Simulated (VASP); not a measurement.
Data:

```
CELL_PARAMETERS angstrom
      0.00000     2.97272     2.97272
      2.97272     0.00000     2.97272
      2.97272     2.97272     0.00000
ATOMIC_POSITIONS crystal
  In 0.00000 0.00000 0.00000
  P  0.25000 0.25000 0.25000
```

Level of theory: TPSS meta-GGA, VASP's PBE PAW potentials (set 64) (plane waves; VASP 6.6.1). Run with 520 eV cut-off, 9×9×9 Γ-centred mesh, tetrahedra with Blöchl corrections, potentials In_d P.

Unless said otherwise, spin-orbit coupling is left out, though it shifts the bands of the heavy elements here.

Q: What does the run give for the energy per atom (σ→0), band gap (over mesh and band path) with the smallest direct gap where there is one?

A: 
| Quantity | Result |
|---|---|
| band gap (over mesh and band path) | 0.61 eV |
| smallest direct gap (over mesh and band path) | 0.61 eV |
| energy per atom (σ→0) | -10.635 eV/atom |

Total energies compare only between runs with the same potentials, cut-off and functional.

The compound is InP in the zinc blende structure. It was relaxed first.
